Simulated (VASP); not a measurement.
Here is the system:

```yaml
crystal:
  lattice:
    - [-2.56362, 2.56362, 5.80186]
    - [2.56362, -2.56362, 5.80186]
    - [2.56362, 2.56362, -5.80186]
  atoms:
    - { symbol: V, position: [0.50000, 0.50000, 0.00000] }
    - { symbol: V, position: [0.25000, 0.75000, 0.50000] }
    - { symbol: Bi, position: [0.00000, 0.00000, 0.00000] }
    - { symbol: Bi, position: [0.75000, 0.25000, 0.50000] }
    - { symbol: O, position: [0.17085, 0.56190, 0.89101] }
    - { symbol: O, position: [0.31190, 0.92089, 0.89105] }
    - { symbol: O, position: [0.67089, 0.27984, 0.10899] }
    - { symbol: O, position: [0.02984, 0.42085, 0.10895] }
    - { symbol: O, position: [0.57915, 0.68810, 0.60899] }
    - { symbol: O, position: [0.43810, 0.32911, 0.60895] }
    - { symbol: O, position: [0.07911, 0.97016, 0.39101] }
    - { symbol: O, position: [0.72016, 0.82915, 0.39105] }
```

All values below come from revPBE GGA, VASP's PBE PAW potentials (set 64) (plane waves; VASP 6.6.1). Settings: 400 eV cut-off, 6×6×6 Γ-centred mesh shifted by (0.5, 0.5, 0.5), Gaussian smearing of 0.010 eV, potentials V_sv Bi_d O.

At this cut-off the stress carries a Pulay error, which pulls relaxed volumes low.

Q: Give the stress tensor in GPa (positive for a compressed cell).

A: 
```
1.70  0.00  0.00
0.00  1.70  0.00
0.00  0.00  1.79
```
The pressure is its mean diagonal, 1.73 GPa.

The structure comes from a computed database's VBiO4 entry; how it stands against other phases isn't given here. The cell was not relaxed at this level. The run is not spin-polarised, so no magnetic state was tried.
